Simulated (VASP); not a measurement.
Here is the system:

```
CdF2
1.0
    0.00000     2.80751     2.80751
    2.80751     0.00000     2.80751
    2.80751     2.80751     0.00000
Cd F
1 2
Direct
  0.00000   0.00000   0.00000
  0.25000   0.25000   0.25000
  0.75000   0.75000   0.75000
```

Level of theory: revPBE GGA, VASP's PBE PAW potentials (set 64) (plane waves; VASP 6.6.1). Run with 520 eV cut-off, 7×7×7 Γ-centred mesh, Gaussian smearing of 0.050 eV, potentials Cd F.

### Question
Estimate the energy per atom (σ→0), pressure.

### Answer

- energy per atom (σ→0) = -3.355 eV/atom
- pressure = -2.34 GPa

The compound is CdF2 in the fluorite structure. This cell is one point of a volume scan, at 1.03 of the reference volume.
